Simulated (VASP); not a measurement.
All values below come from PBE GGA, VASP's PBE PAW potentials (set 64) (plane waves; VASP).

The input files of a VASP run:

### INCAR
```
ALGO=Normal
EDIFF=1E-6
ENCUT=400
GGA=PE
ISIF=2
ISMEAR=0
LASPH=.True.
LCHARG=.False.
LREAL=.False.
LWAVE=.False.
NELM=100
PREC=Accurate
SIGMA=0.01
SYSTEM=AlN
```

File POSCAR:
```
AlN
1
    0.0000000000     2.1671780000     2.1671780000
    2.1671780000     0.0000000000     2.1671780000
    2.1671780000     2.1671780000     0.0000000000
Al N
1 1
Direct
  0.0000000000   0.0000000000   0.0000000000
  0.7500000000   0.7500000000   0.7500000000
```

File KPOINTS:
```
K-points
0
G
 11 11 11
0 0 0
```

POTCAR, in this order: Al N (PBE.64 set). Program: vasp_std.

Task: What will the output report for the number of irreducible k-points (NKPTS), largest plane-wave count, number of space-group operations, FFT grid (NGX, NGY, NGZ)?

Result: 
The number of irreducible k-points (NKPTS) is 56 and the largest plane-wave count is 378. The number of space-group operations is 24. The FFT grid (NGX, NGY, NGZ) comes out as 20 × 20 × 20.

The structure comes from a computed database's AlN entry; how it stands against other phases isn't given here. The cell was not relaxed at this level.
